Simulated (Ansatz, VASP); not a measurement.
**Two plane-wave programs on SrRu2**

```
Sr Ru
1.0
     4.03072    0.00000    0.00000
    -2.01536    3.49071    0.00000
     0.00000    0.00000    5.10610
Sr Ru
1 2
Direct
  0.00000 0.00000 0.50000
  0.33333 0.66667 0.95851
  0.66667 0.33333 0.04149
```

Alike in both runs: functional PBE; k mesh 6 × 6 × 2; occupations gaussian, width 0.1 eV; no spin polarisation.

Ansatz relaxed the structure, and its values are those at the end. VASP's run is a single point on that final structure, the one shown.

|  | VASP | Ansatz |
| --- | --- | --- |
| version | VASP 6.6.1 | Ansatz 0.2.0 |
| potentials or method | VASP PAW PBE potentials, release 64 (Sr_sv, Ru_pv) | scalar-relativistic, plane waves, PAW |
| plane-wave cutoff (eV) | 520 | 420 |
| valence electrons in the cell | 38 | 42 |

Ansatz gave:

- gap on the k mesh at the Fermi level (eV): none
- pressure (GPa): 0.1
- rms of the force components (eV/Å): 0.003

Question: Estimate VASP's values.

Answer: gap on the k mesh at the Fermi level (eV): none; pressure (GPa): 0.3; rms of the force components (eV/Å): 0.005.

A gap of «none» marks a metal or a gap that the smearing closes. The functional is the same, so the differences come from potentials, cutoffs and numerics. The two sets of potentials don't hold the same shells in valence.

Caveats: the k mesh is coarse (spacing up to 0.62 Å⁻¹), so the values aren't converged.
